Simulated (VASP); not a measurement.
Data:

```xyz
2
Lattice="0.0000 2.9611 2.9611 2.9611 0.0000 2.9611 2.9611 2.9611 0.0000" Properties=species:S:1:pos:R:3 pbc="T T T"
Ba     2.9611     0.0000     2.9611
O      1.4805     1.4805     1.4805
```

Computed with PBEsol GGA, VASP's PBE PAW potentials (set 64) (plane waves; VASP). Run with 520 eV cut-off, Gaussian smearing of 0.050 eV, potentials Ba_sv O.

Unless said otherwise, spin-orbit coupling is left out, though it shifts the bands of the heavy elements here.

Task: Give the energies of bands 6 to 11 at the high-symmetry points, in eV from the valence-band maximum.

Result: 
```json
[
 {"band": "6", "Γ": "-1.22", "X": "-1.50", "U": "-1.10", "L": "-0.80", "W": "-0.77"},
 {"band": "7", "Γ": "-1.22", "X": "0.00", "U": "-0.24", "L": "-0.80", "W": "-0.59"},
 {"band": "8", "Γ": "-1.22", "X": "0.00", "U": "-0.15", "L": "-0.37", "W": "-0.09"},
 {"band": "9", "Γ": "2.21", "X": "3.92", "U": "3.88", "L": "4.20", "W": "4.08"},
 {"band": "10", "Γ": "6.82", "X": "4.43", "U": "4.76", "L": "6.36", "W": "4.42"},
 {"band": "11", "Γ": "6.82", "X": "8.56", "U": "7.02", "L": "6.36", "W": "7.23"}
]
```

The gap is indirect, 2.22 eV, from the valence maximum at X to the conduction minimum at Γ.

The structure was generated: BaO was put into the zinc blende type (F-43m), which need not be its known phase. It was relaxed first, which changed the volume by -24 %.
